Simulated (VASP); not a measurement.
Calculation: PBEsol GGA with spin-orbit coupling, VASP's PBE PAW potentials (set 64) (plane waves; VASP).

Input for VASP

### INCAR
```
# general
SYSTEM    =Pt
PREC      =Accurate
ENCUT     =400
LREAL     =.FALSE.   # projection in real space or not
LASPH     =.TRUE.

# electronic loop
EDIFF     =1E-6
NELM      =100
ALGO      =Normal   # blocked Davidson
LMAXMIX   =6   # l cut-off of mixed one-centre charges

# smearing
ISMEAR    =0
SIGMA     =0.05   # width (eV)

# functional
GGA       =PS   # PBEsol
GGA_COMPAT=.FALSE.

# spin
MAGMOM    =0 0 0
LSORBIT   =.TRUE.

# output
LWAVE     =.FALSE.
LCHARG    =.FALSE.
```

### KPOINTS_OPT
```
k-points along high-symmetry lines
8
Line-mode
Reciprocal
  0.000000   0.000000   0.000000 ! GAMMA
  0.500000   0.000000   0.500000 ! X

  0.500000   0.000000   0.500000 ! X
  0.625000   0.250000   0.625000 ! U

  0.375000   0.375000   0.750000 ! K
  0.000000   0.000000   0.000000 ! GAMMA

  0.000000   0.000000   0.000000 ! GAMMA
  0.500000   0.500000   0.500000 ! L

  0.500000   0.500000   0.500000 ! L
  0.500000   0.250000   0.750000 ! W

  0.500000   0.250000   0.750000 ! W
  0.500000   0.000000   0.500000 ! X
```

**KPOINTS**
```
Automatic mesh
0
Gamma
14 14 14
0 0 0
```

### POSCAR
```
Pt
1.0
  0.0000000000   1.9576129238   1.9576129238
  1.9576129238   0.0000000000   1.9576129238
  1.9576129238   1.9576129238   0.0000000000
Pt
1
direct
  0.0000000000   0.0000000000   0.0000000000
```

POTCAR, in this order: Pt (PBE.64 set). Program: vasp_ncl.

Output

### OSZICAR
```
       N       E                     dE             d eps       ncg     rms          rms(c)
DAV:   1     0.417568557738E+02    0.41757E+02   -0.43065E+03  4032   0.844E+02
DAV:   2    -0.698239862517E+01   -0.48739E+02   -0.46062E+02  4124   0.212E+02
DAV:   3    -0.780548150432E+01   -0.82308E+00   -0.81196E+00  4548   0.267E+01
DAV:   4    -0.780966179200E+01   -0.41803E-02   -0.41792E-02  4118   0.203E+00
DAV:   5    -0.780970521330E+01   -0.43421E-04   -0.43421E-04  4128   0.209E-01    0.150E+01
DAV:   6    -0.740859364977E+01    0.40111E+00   -0.55177E-01  3848   0.926E+00    0.795E+00
DAV:   7    -0.736006892891E+01    0.48525E-01   -0.98772E-02  4110   0.392E+00    0.300E+00
DAV:   8    -0.735583330849E+01    0.42356E-02   -0.36841E-03  3952   0.638E-01    0.124E+00
DAV:   9    -0.735547955399E+01    0.35375E-03   -0.66791E-04  4210   0.288E-01    0.203E-01
DAV:  10    -0.735546107450E+01    0.18479E-04   -0.24133E-05  3984   0.572E-02    0.182E-02
DAV:  11    -0.735546386753E+01   -0.27930E-05   -0.55492E-07  3228   0.690E-03    0.100E-02
DAV:  12    -0.735546409938E+01   -0.23185E-06   -0.11604E-07  1978   0.344E-03
   1 F= -.73554641E+01 E0= -.73540187E+01  d E =-.289089E-02  mag=     0.0000    -0.0000    -0.0000
       N       E                     dE             ncg
```

OUTCAR:
```
------------------------ aborting loop because EDIFF is reached ----------------------------------------
  FORCE on cell =-STRESS in cart. coord.  units (eV):
  Direction    XX          YY          ZZ          XY          YZ          ZX
  --------------------------------------------------------------------------------------
  Total        0.0681102      0.0681102      0.0681102      0.0000000      0.0000000      0.0000000
  in kB        7.2729757      7.2729757      7.2729757      0.0000000      0.0000000      0.0000000
  external PRESSURE =       7.2729757 kB  Pullay stress =       0.0000000 kB
  volume of cell :       15.00
      direct lattice vectors                 reciprocal lattice vectors
     0.000000000  1.957612924  1.957612924    -0.255413107  0.255413107  0.255413107
     1.957612924  0.000000000  1.957612924     0.255413107 -0.255413107  0.255413107
     1.957612924  1.957612924  0.000000000     0.255413107  0.255413107 -0.255413107
 POSITION                                       TOTAL-FORCE (eV/Angst)
 -----------------------------------------------------------------------------------
      0.00000      0.00000      0.00000        -0.000000      0.000000      0.000000
 -----------------------------------------------------------------------------------
    total drift:                                0.000000     -0.000000     -0.000000
  FREE ENERGIE OF THE ION-ELECTRON SYSTEM (eV)
  ---------------------------------------------------
  free  energy   TOTEN  =        -7.3554640994 eV

  energy  without entropy=       -7.3525732096  energy(sigma->0) =       -7.35401865

 Ion:    1  E_soc:     -0.7664657
```
(Selected blocks of OUTCAR.)

The compound is Pt in the fcc structure. It was relaxed first.
